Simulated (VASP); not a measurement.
Input:

Space group Im-3m (No. 229); a = b = c = 3.2389 Å, α = β = γ = 90.00°

| atom | site | symmetry | x | y | z |
|---|---|---|---|---|---|
| Au | 2a | m-3m | 0.0000 | 0.0000 | 0.0000 |
(The calculation used a cell of 1 atom; values per cell refer to that cell.)

Level of theory: PBEsol GGA, VASP's PBE PAW potentials (set 64) (plane waves; VASP). Settings: 480 eV cut-off, 14×14×14 Γ-centred mesh, first-order Methfessel-Paxton smearing of 0.10 eV, potentials Au.

Each relaxation starts from this cell; other phases were not tried.

The cell is relaxed at 1 GPa. What happens?

The volume per atom goes from 16.99 to 16.89 Å³ (-0.6 %), and the cell becomes a = 3.2329 Å, b = 3.2329 Å, c = 3.2329 Å, α = 90.00°, β = 90.00°, γ = 90.00°, space group Im-3m.

The cell is relaxed at 30 GPa. What happens?

The volume per atom goes from 16.99 to 15.06 Å³ (-11.4 %), and the cell becomes a = b = c = 3.1110 Å, α = β = γ = 90.00°, space group Im-3m.

Failed runs are left out, and for metals the shear rows, which the mesh's noise covers.

The structure was generated: Au was put into the bcc type (Im-3m), which need not be its known phase.
